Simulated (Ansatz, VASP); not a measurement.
## One calculation of Si4Sb, two programs

Contents of INCAR:

```
  ALGO = Normal
  EDIFF = 1E-7
  EDIFFG = -0.04
  ENCUT = 600
  GGA = PE
  IBRION = 2
  ISIF = 3
  ISMEAR = 0
  LASPH = T
  LCHARG = F
  LREAL = F
  LWAVE = F
  NELM = 100
  NSW = 90
  PREC = Accurate
  SIGMA = 0.1
```

The input KPOINTS:

```
k-points
0
Gamma
  4 4 4
```

File POSCAR:

```
Si4Sb
1.0
   -2.8524237200      2.8524237200      2.8524237200
    2.8524237200     -2.8524237200      2.8524237200
    2.8524237200      2.8524237200     -2.8524237200
Si Sb
4 1
Direct
    0.0000000000      0.0000000000      0.5000000000
    0.0000000000      0.5000000000      0.0000000000
    0.5000000000      0.0000000000      0.0000000000
    0.5000000000      0.5000000000      0.5000000000
    0.0000000000      0.0000000000      0.0000000000
```

Input for Ansatz:

```yaml
crystal:
  lattice:
    - [-2.85242372, 2.85242372, 2.85242372]
    - [2.85242372, -2.85242372, 2.85242372]
    - [2.85242372, 2.85242372, -2.85242372]
  atoms:
    - { symbol: Si, position: [0.0, 0.0, 0.5] }
    - { symbol: Si, position: [0.0, 0.5, 0.0] }
    - { symbol: Si, position: [0.5, 0.0, 0.0] }
    - { symbol: Si, position: [0.5, 0.5, 0.5] }
    - { symbol: Sb, position: [0.0, 0.0, 0.0] }
basis:
  ecutwfc: 420
kpoints:
  mp_grid: { grid: [4, 4, 4] }
hamiltonian:
  xc: pbe
scf:
  occupations: { method: gaussian, width: 0.1 }
  lower_state_search: "off"
output:
  forces: true
  stress: true
  eigenvalues: true
relax:
  adjacent_minimum: "off"
  f_tol: 0.04
  max_steps: 70
  cell: { stress_tol: 0.4 }
```

Change from the starting cell: species swapped into the CrGa4 type (Im-3m, No. 229).

Alike in both runs: task relaxation of cell and atoms; functional PBE; k mesh 4 × 4 × 4; occupations gaussian, width 0.1 eV; no spin polarisation.

|  | VASP | Ansatz |
| --- | --- | --- |
| version | VASP 6.6.1 | Ansatz 0.2.0 |
| potentials or method | VASP PAW PBE potentials, release 64 (Si, Sb) | scalar-relativistic, plane waves, PAW |
| plane-wave cutoff (eV) | 600 | 420 |
| valence electrons in the cell | 21 | 31 |

VASP gave:

| Item | Value |
| --- | --- |
| gap on the k mesh at the Fermi level, each at its own relaxed structure (eV) | none |
| relaxed volume (Å³/atom) | 23.55 |
| relaxed cell length with the largest relative difference (Å) | 5.348 |
| energy change over the relaxation (meV/atom) | -272 |

Q: Estimate Ansatz's values.

A: gap on the k mesh at the Fermi level, each at its own relaxed structure (eV): none; relaxed volume (Å³/atom): 23.29; relaxed cell length with the largest relative difference (Å): 5.328; energy change over the relaxation (meV/atom): -260.

A gap of «none» marks a metal or a gap that the smearing closes. The two sets of potentials don't hold the same shells in valence.

Caveats: the k mesh is coarse (spacing up to 0.39 Å⁻¹), so the values aren't converged; the volume moved by over 15 % at a fixed basis, so the end points are rough (VASP). Spin-orbit coupling is left out, which matters for the levels of Sb.
